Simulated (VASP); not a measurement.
Here is the system:

```
GaSb
1.0
    0.00000     3.09014     3.09014
    3.09014     0.00000     3.09014
    3.09014     3.09014     0.00000
Ga Sb
1 1
Cartesian
  0.00000   0.00000   0.00000
  1.54507   1.54507   1.54507
```

Computed with PBE GGA, VASP's PBE PAW potentials (set 64) (plane waves; VASP). Run with PREC = Normal, 500 eV cut-off, 4×4×4 Γ-centred mesh, Gaussian smearing of 0.010 eV, potentials Ga_d_GW Sb_d_GW.

Unless said otherwise, spin-orbit coupling is left out, though it shifts the bands of the heavy elements here.

Q: Predict the energy per atom (σ→0), pressure, band gap (on the k-mesh) with the smallest direct gap where there is one.

A: 
The band gap (on the k-mesh) is none (metal, semimetal or under 0.01 eV) and the energy per atom (σ→0) comes out as -3.595 eV/atom. The pressure is 1.30 GPa.

Total energies compare only between runs with the same potentials, cut-off and functional.

The compound is GaSb in the zinc blende structure. This cell is one point of a volume scan, at 1.04 of the reference volume. The k-mesh is coarse (spacing up to 0.44 per Å, 2π included), so the numbers may not be converged in it.
